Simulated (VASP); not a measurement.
Energy against volume of KTaO$_{3}$ (cubic perovskite). Level of theory: PBE GGA with D4 dispersion, VASP's PBE PAW potentials (set 64) (plane waves; VASP 6.6.1). Settings: 520 eV cut-off, 6×6×6 Γ-centred mesh, Gaussian smearing of 0.050 eV, potentials K_sv Ta_pv O.

```json
[
 {"V (Å³/atom)": "12.555", "E (eV/atom)": "-8.35888"},
 {"V (Å³/atom)": "12.943", "E (eV/atom)": "-8.36673"},
 {"V (Å³/atom)": "13.332", "E (eV/atom)": "-8.36046"},
 {"V (Å³/atom)": "13.720", "E (eV/atom)": "-8.34226"}
]
```

Question: Fit these four points and predict the energy of the run at 12.167 Å³/atom.

Answer: A cubic in V^(−2/3), the third-order Birch-Murnaghan form, passes through the four points with V0 = 12.95 Å³/atom and B0 = 193 GPa, and gives -8.3344 eV/atom there. The run gave -8.3344 eV/atom, -0.1 meV/atom from the fit; all five points give B0 = 193 GPa.

The compound is KTaO3 in the cubic perovskite structure. It was relaxed first.
